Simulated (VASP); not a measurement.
Runs of VASP 6.6.1 on HfIn4SiO6. The typed cell holds 12 atoms: a = 5.332 Å, b = 5.522 Å, c = 9.654 Å, α = 92.40°, β = 99.58°, γ = 117.67°. The cell was built by a generator and needn't be a form met in nature.

```csv
task,level,spin,smearing,k mesh for the DOS,occupations for the DOS,gap on the mesh (eV),pressure (GPa),largest force (eV/Å)
atomic charges,PBE+TS,off,fermi-dirac 0.05 eV,-,-,1.10,-1.4,(a)
optical spectrum,PBE,off,fermi-dirac 0.05 eV,-,-,1.10,-0.1,0.16
electron localisation function,PBE,off,fermi-dirac 0.05 eV,-,-,1.10,-0.1,0.16
dielectric tensor,PBE,off,gaussian 0.02 eV,-,-,1.10,-,-
electric field gradients,PBE,off,fermi-dirac 0.05 eV,-,-,1.10,-0.1,0.16
band structure,PBE,off,fermi-dirac 0.05 eV,-,-,1.10,-,-
```

Alike in all rows: potentials or basis VASP PAW PBE potentials, release 64 (Hf_pv, In_d, Si, O); cell as given; k mesh 6 × 6 × 3; cutoff (eV) 520.

Task: Fill in the values left out.

Result: (a) 0.20.

Caveats: spin-orbit coupling is left out, which moves the levels of the heavy elements; an odd mesh through Γ misses points on the zone boundary, where band edges often lie (some runs).

A k mesh can miss the band edges, and the runs leave out spin-orbit coupling on Hf, In.

Not every run made on this cell is shown here.
